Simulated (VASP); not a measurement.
Computed with LDA (Ceperley-Alder, Perdew-Zunger), VASP's LDA PAW potentials (set 64) (plane waves; VASP).

The input files of a VASP run:

File KPOINTS:
```
kpoints
0
Gamma
4 4 4
```

File POSCAR:
```
CsPbCl3
1
    5.5187500120     0.0000000000    -0.0000000000
    0.0000000000     5.5187500120     0.0000000000
    0.0000000000     0.0000000000     5.5187500120
Cs Pb Cl
1 1 3
Direct
  0.0000000000   0.0000000000   0.0000000000
  0.5000000000   0.5000000000   0.5000000000
  0.5000000000   0.0000000000   0.5000000000
  0.0000000000   0.5000000000   0.5000000000
  0.5000000000   0.5000000000   0.0000000000
```

### INCAR
```
! general
SYSTEM =CsPbCl3
PREC   =Accurate
ENCUT  =520
LREAL  =F
LASPH  =T

! electronic loop
EDIFF  =1E-6
NELM   =100
ALGO   =Normal
LMAXMIX=4

! smearing
ISMEAR =0
SIGMA  =0.05

! ions
IBRION =2
NSW    =60
ISIF   =3
EDIFFG =-0.02

! output
LWAVE  =F
LCHARG =F
```

POTCAR, in this order: Cs_sv Pb_d Cl (LDA.64 set). Program: vasp_std.

Unless said otherwise, spin-orbit coupling is left out, though it shifts the bands of the heavy elements here.

Question: What does the run give for the energy per atom (σ→0), volume per atom, band gap (on the k-mesh)?

Answer: 
```yaml
energy per atom (σ→0): -3.880 eV/atom
band gap (on the k-mesh): 1.51 eV
volume_per_atom: 33.79 Å³/atom
```

File OSZICAR:
```
...
       N       E                     dE             d eps       ncg     rms          rms(c)
DAV:   1    -0.194090364036E+02   -0.97219E-02   -0.24654E-01   702   0.565E+00    0.550E-01
DAV:   2    -0.194010527688E+02    0.79836E-02   -0.18476E-02   698   0.140E+00    0.175E-01
DAV:   3    -0.193998623814E+02    0.11904E-02   -0.44484E-03   670   0.734E-01    0.789E-02
DAV:   4    -0.193998225467E+02    0.39835E-04   -0.17683E-04   804   0.125E-01    0.366E-02
DAV:   5    -0.193998151007E+02    0.74460E-05   -0.23165E-05   700   0.477E-02    0.109E-02
DAV:   6    -0.193998146993E+02    0.40138E-06   -0.19091E-06   524   0.123E-02
   2 F= -.19399815E+02 E0= -.19399815E+02  d E =-.500173E-03
```

The compound is CsPbCl3 in the cubic perovskite structure, the ideal cubic form; the compound distorts at low or room temperature. This run relaxes it. Symmetry was kept, so distortions that lower it aren't found. The start is the result of an earlier pass.
